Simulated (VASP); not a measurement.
```xyz
2
Lattice="1.3330 -2.3089 0.0000 1.3330 2.3089 0.0000 0.0000 0.0000 4.9248" Properties=species:S:1:pos:R:3 pbc="T T T"
Zn     1.3330     0.7696     1.2312
Zn     1.3330    -0.7696     3.6936
```

Computed with PBE GGA, VASP's PBE PAW potentials (set 64) (plane waves; VASP 6.6.1). Run with 500 eV cut-off, 16×16×8 Γ-centred mesh, first-order Methfessel-Paxton smearing of 0.10 eV, potentials Zn.

Energy and stress use the plane-wave basis of the starting cell.

Q: The ions, cell shape and volume at an external pressure of 5.0 GPa are relaxed. What does this cell relax into?

A: 
```xyz
2
Lattice="1.3113 -2.2712 0.0000 1.3113 2.2712 0.0000 0.0000 0.0000 4.8053" Properties=species:S:1:pos:R:3 pbc="T T T"
Zn     1.3113     0.7571     1.2013
Zn     1.3113    -0.7571     3.6040
```
Space group P6_3/mmc (194), at a tolerance of 0.03 Å.

Q: How do energy and volume change from the first to the last step?

A: The energy (σ→0) changes by +12.2 meV/atom and the volume by -5.6 %, in 6 ionic steps.

The compound is Zn in the hcp structure. This run relaxes it under an external pressure of 5 GPa. Symmetry was kept, so distortions that lower it aren't found.
